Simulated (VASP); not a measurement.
# InSb: relaxed cell and zone-centre modes

What lattice and vibrations does InSb have at one level of theory? The starting structure is a measured crystal structure from the Crystallography Open Database. All runs use PBEsol.

Method: Kohn-Sham DFT with plane waves and PAW; PBEsol, in VASP 6.6.1.

## 1. The structure

Symmetry: F-43m, No. 216, cubic system. The conventional cell has a = 6.470 Å, b = 6.470 Å, c = 6.470 Å, α = 90.00°, β = 90.00°, γ = 90.00°. Nearest to Sb lie 4 In at 2.80 Å. In has 4 Sb at 2.80 Å nearest. Farther neighbours are not listed.

Structure file:

```xyz
2
Lattice="0.0000 3.2350 3.2350 3.2350 0.0000 3.2350 3.2350 3.2350 0.0000" Properties=species:S:1:pos:R:3 pbc="T T T"
Sb    4.8525    4.8525    4.8525
In    0.0000    0.0000    0.0000
```

## 2. Relaxation

This run starts from the cell of an earlier relaxation, which isn't shown; the restart sets up the plane waves anew.

Contents of INCAR:

```
SYSTEM = InSb
PREC = Accurate
ENCUT = 500
EDIFF = 1E-07
NELM = 100
ISMEAR = 0
SIGMA = 0.05
LREAL = .FALSE.
ALGO = Normal
GGA = PS
NBANDS = 15
LORBIT = 11
LWAVE = .FALSE.
LCHARG = .FALSE.
KPAR = 4
IBRION = 2
NSW = 50
ISIF = 3
EDIFFG = -0.002
```

Contents of POSCAR:

```
InSb
1.0
    0.0000000000      3.2601505101      3.2601505101
    3.2601505101      0.0000000000      3.2601505101
    3.2601505101      3.2601505101      0.0000000000
Sb In
1 1
Direct
    0.7500000000      0.7500000000      0.7500000000
    0.0000000000      0.0000000000      0.0000000000
```

Contents of KPOINTS:

```
Automatic mesh
0
Gamma
10 10 10
0 0 0
```

PAW data sets: Sb and In_d (PBE family, release 64).

The run is started by

```
$ mpirun -np 4 vasp_std
```

Output:

```text
[banner, memory and clock lines left out]
running    4 mpi-ranks, on    1 nodes
 distrk:  each k-point on    1 cores,    4 groups
 distr:  one band on    1 cores,    1 groups

 POSCAR found type information on POSCAR SbIn
 POSCAR found :  2 types and       2 ions
|                                                                             |
|               ----> ADVICE to this user running VASP <----                  |
|                                                                             |
|     You enforced a specific xc type in the INCAR file but a different       |
|     [... a line on the potential file left out ...]
|     I HOPE YOU KNOW WHAT YOU ARE DOING!                                     |
|                                                                             |

 LDA part: xc-table for (Slater+PW92), standard interpolation
 POSCAR, INCAR and KPOINTS ok, starting setup
 FFT: planning ... GRIDC
 FFT: planning ... GRID_SOFT
 FFT: planning ... GRID
 WAVECAR not read
 entering main loop
       N       E                     dE             d eps       ncg     rms          rms(c)
DAV:   1     0.109811684313E+03    0.10981E+03   -0.78535E+03  1417   0.118E+03
DAV:   2    -0.734550628194E+00   -0.11055E+03   -0.10722E+03  1529   0.279E+02
DAV:   3    -0.763770575135E+01   -0.69032E+01   -0.68732E+01  1788   0.752E+01
DAV:   4    -0.783017337606E+01   -0.19247E+00   -0.19239E+00  1706   0.145E+01
DAV:   5    -0.784084004603E+01   -0.10667E-01   -0.10666E-01  2187   0.282E+00    0.393E+00
DAV:   6    -0.772146354944E+01    0.11938E+00   -0.18126E-01  2053   0.719E+00    0.223E+00
DAV:   7    -0.769923504464E+01    0.22229E-01   -0.67082E-02  1946   0.280E+00    0.597E-01
DAV:   8    -0.769846586586E+01    0.76918E-03   -0.76306E-03  1919   0.106E+00    0.250E-01
DAV:   9    -0.769887126951E+01   -0.40540E-03   -0.80127E-04  1578   0.266E-01    0.768E-02
DAV:  10    -0.769885363341E+01    0.17636E-04   -0.41504E-05  2020   0.504E-02    0.346E-02
DAV:  11    -0.769887451850E+01   -0.20885E-04   -0.35724E-05  1557   0.523E-02    0.222E-02
DAV:  12    -0.769887512894E+01   -0.61044E-06   -0.12816E-06  1748   0.103E-02    0.606E-03
DAV:  13    -0.769887505525E+01    0.73686E-07   -0.60709E-07  1634   0.614E-03
   1 F= -.76988751E+01 E0= -.76988365E+01  d E =-.769888E+01
 curvature:   0.00 expect dE= 0.000E+00 dE for cont linesearch  0.000E+00
 trial: gam= 0.00000 g(F)=  0.104E-47 g(S)=  0.664E-07 ort = 0.000E+00 (trialstep = 0.100E+01)
 search vector abs. value=  0.665E-07
 reached required accuracy - stopping structural energy minimisation
```

Elapsed: 16 s, on 4 MPI ranks of Intel Xeon 6975P-C (Granite Rapids), shared host; peak memory 0.93 GiB.

Lines that name or quote the potential files are left out of all logs, and their timing lines are given in words.

Parts of OUTCAR (step 2):

```text
ion  position               nearest neighbor table
   1  0.750  0.750  0.750-   2 2.82   2 2.82   2 2.82   2 2.82
   2  0.000  0.000  0.000-   1 2.82   1 2.82   1 2.82   1 2.82

  LATTYP: Found a face centered cubic cell.
 ALAT       =     6.5203010202

 Subroutine GETGRP returns: Found 24 space group operations
 (whereof 24 operations were pure point group operations)

The static configuration has the point symmetry T_d .

 Found     47 irreducible k-points:

   k-points           NKPTS =     47   k-points in BZ     NKDIM =     47   number of bands    NBANDS=     15

   dimension x,y,z NGX =    36 NGY =   36 NGZ =   36
   dimension x,y,z NGXF=    72 NGYF=   72 NGZF=   72

   ENCUT  =  500.0 eV  36.75 Ry    6.06 a.u.   8.41  8.41  8.41*2*pi/ulx,y,z

   NELECT =      18.0000    total number of electrons

 k-points in reciprocal lattice and weights: Automatic mesh
   0.00000000  0.00000000  0.00000000       0.001
   0.10000000  0.00000000  0.00000000       0.008
   0.20000000  0.00000000  0.00000000       0.008
   0.30000000  0.00000000  0.00000000       0.008
   0.40000000  0.00000000  0.00000000       0.008
   0.50000000  0.00000000  0.00000000       0.004
   0.10000000  0.10000000  0.00000000       0.006
   0.20000000  0.10000000  0.00000000       0.024
   0.30000000  0.10000000  0.00000000       0.024
[...]
-0.30000000  0.40000000  0.20000000       0.024
  -0.30000000  0.50000000  0.20000000       0.012

 average (electrostatic) potential at core
       1 -87.2664       2 -96.2739

 E-fermi :   4.7787

 k-point     1 :       0.0000    0.0000    0.0000
  band No.  band energies     occupation
    ...
      6      -5.8663      2.00000
      7       4.3941      2.00000
      8       4.7635      1.33343
      9       4.7635      1.33343
     10       4.7635      1.33343
     11       7.6956      0.00000
     12       7.6956      0.00000
     13       7.6956      0.00000
     14      10.3093      0.00000
     15      13.0087      0.00000

 k-point     2 :       0.1000    0.0000    0.0000
  band No.  band energies     occupation
    ...
      5      -9.6568      2.00000
      6      -5.7773      2.00000
      7       3.2118      2.00000
      8       4.6266      1.99998
      9       4.6266      1.99998
     10       5.5013      0.00000
     11       7.8809      0.00000
     12       7.8863      0.00000
     13       7.8863      0.00000
     14      10.8478      0.00000
    ...

 k-point     3 :       0.2000    0.0000    0.0000
  band No.  band energies     occupation
    ...
      5      -9.6569      2.00000
      6      -5.5209      2.00000
      7       1.8068      2.00000
      8       4.3319      2.00000
      9       4.3319      2.00000
     10       5.6198      0.00000
     11       8.2666      0.00000
     12       8.2666      0.00000
     13       8.7494      0.00000
     14      11.5594      0.00000
    ...

  Total       -0.0009582     -0.0009582     -0.0009582     -0.0000000      0.0000000     -0.0000000
  in kB       -0.0221516     -0.0221516     -0.0221516     -0.0000000      0.0000000     -0.0000000
  external PRESSURE =      -0.0221516 kB  Pullay stress =       0.0000000 kB

  energy-cutoff  :      500.00
  volume of cell :       69.30
      direct lattice vectors                 reciprocal lattice vectors
     0.000000000  3.260150510  3.260150510    -0.153367152  0.153367152  0.153367152
     3.260150510  0.000000000  3.260150510     0.153367152 -0.153367152  0.153367152
     3.260150510  3.260150510  0.000000000     0.153367152  0.153367152 -0.153367152

 POSITION                                       TOTAL-FORCE (eV/Angst)
 -----------------------------------------------------------------------------------
      4.89023      4.89023      4.89023        -0.000000      0.000000      0.000000
      0.00000      0.00000      0.00000         0.000000     -0.000000     -0.000000
 -----------------------------------------------------------------------------------
    total drift:                                0.000000      0.000000      0.000000

  FREE ENERGIE OF THE ION-ELECTRON SYSTEM (eV)
  ---------------------------------------------------
  free  energy   TOTEN  =        -7.6988750553 eV

  energy  without entropy=       -7.6987978828  energy(sigma->0) =       -7.69883647

 reached required accuracy - stopping structural energy minimisation

 total charge
# of ion       s       p       d       tot
------------------------------------------
    1        1.141   1.318   0.019   2.478
    2        0.872   0.701   9.864  11.436
--------------------------------------------------
tot          2.013   2.019   9.883  13.914

[... 3 further parts left out ...]
```

The PAW data sets were made with PBE, which is usual practice but a small mismatch for other functionals. The run keeps the 24 symmetry operations of its start, so it cannot find a distortion of lower symmetry.

The relaxed cell holds 34.651 Å³ an atom, with a = 6.520 Å (+0.8 % against the database cell). Pressures at 0.985 and 1.015 times this volume, from two more relaxations that aren't shown, give a bulk modulus of 42.9 GPa.

## 3. Modes of the relaxed cell

INCAR: that of step 2 with these lines changed.

```diff
@@ -3,3 +3,3 @@
 ENCUT = 500
-EDIFF = 1E-07
+EDIFF = 1E-08
 NELM = 100
@@ -15,5 +15,3 @@
 KPAR = 4
-IBRION = 2
-NSW = 50
-ISIF = 3
-EDIFFG = -0.002
+IBRION = 8
+ISIF = 2
```

POSCAR is that of step 2.

Contents of KPOINTS:

```
Automatic mesh
0
Gamma
12 12 12
0 0 0
```

The run is started by

```
$ mpirun -np 4 vasp_std
```

Output:

```text
[banner, memory and clock lines left out]
running    4 mpi-ranks, on    1 nodes
[...]
[... a notice as in an earlier step ...]

 LDA part: xc-table for (Slater+PW92), standard interpolation
 POSCAR, INCAR and KPOINTS ok, starting setup
[...]
entering main loop
       N       E                     dE             d eps       ncg     rms          rms(c)
DAV:   1     0.110672197864E+03    0.11067E+03   -0.77222E+03  2160   0.115E+03
DAV:   2    -0.509935857148E+00   -0.11118E+03   -0.10776E+03  2335   0.286E+02
DAV:   3    -0.763211379706E+01   -0.71222E+01   -0.70855E+01  2818   0.764E+01
DAV:   4    -0.783184659611E+01   -0.19973E+00   -0.19969E+00  2688   0.147E+01
[...]
DAV:  13    -0.769990336448E+01    0.59084E-07   -0.59021E-07  2510   0.607E-03    0.356E-03
DAV:  14    -0.769990329224E+01    0.72249E-07   -0.48264E-08  2945   0.133E-03    0.944E-04
DAV:  15    -0.769990329162E+01    0.61391E-09   -0.66535E-09  1948   0.548E-04
   1 F= -.76999033E+01 E0= -.76998801E+01  d E =-.463754E-04
[...]
RMM:   8    -0.270466509865E-01   -0.26607E-06   -0.48829E-08 16132   0.970E-04    0.294E-04
RMM:   9    -0.270469623293E-01   -0.31134E-06   -0.16515E-08 16830   0.406E-04    0.526E-05
RMM:  10    -0.270469613750E-01    0.95429E-09    0.23596E-09 17142   0.153E-04    0.417E-05
 first order change of Fermi-energy   0.24685E-03
 force on displaced ion       1 direction 1 :  -6.510   0.000   0.000
 Linear response progress:
  Degree of freedom:   2/  2
       N       E                     dE             d eps       ncg     rms          rms(c)
RMM:   1    -0.235020794250E+00   -0.23502E+00   -0.12695E-01 11313   0.463E+00
RMM:   2    -0.237275562296E+00   -0.22548E-02   -0.10883E-02 14192   0.933E-01    0.682E-02
RMM:   3    -0.237195110212E+00    0.80452E-04   -0.12757E-03 15477   0.293E-01    0.337E-02
RMM:   4    -0.237016920805E+00    0.17819E-03   -0.14271E-04 15866   0.929E-02    0.174E-02
[...]
RMM:  14    -0.236952425659E+00    0.52701E-07   -0.15867E-07 17022   0.205E-05    0.761E-06
RMM:  15    -0.236952425502E+00    0.15694E-09   -0.12601E-07 15958   0.131E-05    0.211E-06
RMM:  16    -0.236952416225E+00    0.92767E-08   -0.39034E-08 12879   0.929E-06    0.104E-06
 first order change of Fermi-energy  -0.27354E-04
 force on displaced ion       2 direction 1 :  -6.506   0.000   0.000
 Linear response finished
```

Run time: 4.1 min. Hardware: 4 MPI ranks; peak memory 2.9 GiB; 16 min of CPU time.

From OUTCAR (step 3):

```text
  Total       -0.0008418     -0.0008418     -0.0008418      0.0000000      0.0000000      0.0000000
  in kB       -0.0194621     -0.0194621     -0.0194621      0.0000000      0.0000000      0.0000000
  external PRESSURE =      -0.0194621 kB  Pullay stress =       0.0000000 kB

 POSITION                                       TOTAL-FORCE (eV/Angst)
 -----------------------------------------------------------------------------------
      4.89023      4.89023      4.89023        -0.000000     -0.000000     -0.000000
      0.00000      0.00000      0.00000         0.000000      0.000000      0.000000
 -----------------------------------------------------------------------------------
    total drift:                                0.000000      0.000000      0.000000

[... 1 part as in an earlier step ...]

[... 1 further part left out ...]
```

The zone-centre modes at 34.651 Å³ an atom are T2 173.1 cm⁻¹.

[end of part 1 of 2]

[Lines on the potential files, build, host, timing and source positions are cut from VASP's logs without a mark.]

[Logs are printed without paths, hosts, clocks, repeated set-up lines and the standing remarks that a program may print on its own settings, such as how far it seeks lower states.]

[Hosts, paths, dates, database ids (printed as entryN), source tags and the programs' standing remarks are cut or masked in the printed files.]
